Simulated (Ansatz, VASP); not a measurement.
One calculation of ScF3, two programs

INCAR

```
SYSTEM = ScF3
PREC = Accurate ; ENCUT = 520
EDIFF = 1E-7 ; ISMEAR = -1
SIGMA = 0.02 ; LREAL = .FALSE.
LASPH = .TRUE. ; NELM = 100
ALGO = Normal ; ISIF = 2
LWAVE = .FALSE. ; LCHARG = .FALSE.
NBANDS = 24
```

KPOINTS

```
regular mesh
0
G
  6 6 6
  0 0 0
```

File POSCAR:

```
ScF3
1.0
    4.0124500000      0.0401245000      0.0401245000
    0.0401245000      4.0124500000      0.0401245000
    0.0401245000      0.0401245000      4.0124500000
Sc F
1 3
Direct
    0.0000000000      0.0000000000      0.0000000000
    0.5000000000      0.0000000000      0.0000000000
    0.0000000000      0.5000000000      0.0000000000
    0.0000000000      0.0000000000      0.5000000000
```

Input for Ansatz:

```yaml
crystal:
  lattice:
    - [4.01245, 0.0401245, 0.0401245]
    - [0.0401245, 4.01245, 0.0401245]
    - [0.0401245, 0.0401245, 4.01245]
  atoms:
    - { symbol: Sc, position: [0.0, 0.0, 0.0] }
    - { symbol: F, position: [0.5, 0.0, 0.0] }
    - { symbol: F, position: [0.0, 0.5, 0.0] }
    - { symbol: F, position: [0.0, 0.0, 0.5] }
kpoints:
  mp_grid: { grid: [6, 6, 6] }
  band_path:
    path:
      - [0.0, 0.0, 0.0]
      - [0.5, 0.5, 0.5]
      - [0.5193194925, 0.4806805075, 0.5]
      - [0.5, -0.4806805075, 0.4806805075]
      - [0.5, 0.0, 0.0]
      - [0.0, 0.0, 0.0]
      - [0.4903402537, -0.4903402537, 0.0]
      - [0.5096597463, 0.0, 0.4903402537]
      - [0.5, 0.0, 0.5]
    npoints: 5
scf:
  occupations: { method: fermi_dirac, width: 0.02 }
hamiltonian:
  xc: lda
  pseudopotentials: { kind: all_electron, lapw: { basis_error: 0.001 } }
output:
  forces: true
  stress: true
  eigenvalues: true
```

Change from the starting cell: equal xy, yz and zx shear strains of +2 %.

Alike in both runs: task single point; functional LDA; k mesh 6 × 6 × 6; occupations fermi-dirac, width 0.02 eV; no spin polarisation.

```csv
,VASP,Ansatz
version,VASP 6.6.1,Ansatz 0.2.0
potentials or method,"VASP PAW LDA potentials, release 64 (Sc_sv, F)","all-electron LAPW, scalar-relativistic"
plane-wave cutoff (eV),520,see its input
```

```csv
,VASP,Ansatz,Ansatz less VASP
gap on the k mesh at the Fermi level (eV),6.17,6.20,+0.026
pressure (GPa),-2.3,-2.9,-0.61
largest component of the traceless stress (GPa),0.38,0.40,+0.016
```

Ansatz ran all-electron here, so the differences hold the error of VASP's frozen core and of both bases.

A k mesh can miss the band edges.
